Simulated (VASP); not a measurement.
Given:

```yaml
crystal:
  lattice:
    - [4.11233, 0.00000, 0.00000]
    - [0.00000, 4.11233, 0.00000]
    - [0.00000, 0.00000, 4.11233]
  atoms:
    - { symbol: K, position: [0.00000, 0.00000, 0.00000] }
    - { symbol: Zn, position: [0.50000, 0.50000, 0.50000] }
    - { symbol: F, position: [0.50000, 0.00000, 0.50000] }
    - { symbol: F, position: [0.00000, 0.50000, 0.50000] }
    - { symbol: F, position: [0.50000, 0.50000, 0.00000] }
```

Method: SCAN meta-GGA, VASP's PBE PAW potentials (set 64) (plane waves; VASP). Settings: 520 eV cut-off, 6×6×6 Γ-centred mesh, Gaussian smearing of 0.050 eV, potentials K_sv Zn F.

Q: The job: KZnF3 (cubic perovskite), 5 atoms, SCAN, static run, 520 eV, 6×6×6 Γ-centred mesh. Roughly how much core time does it take on a busy server core?

A: About 90 core-seconds (one run on a shared machine, a rough figure). It had 20 irreducible k-points, 25 bands, up to 1891 plane waves and 30 electronic steps.

The compound is KZnF3 in the cubic perovskite structure. This cell is one point of a volume scan, at 1.06 of the reference volume.
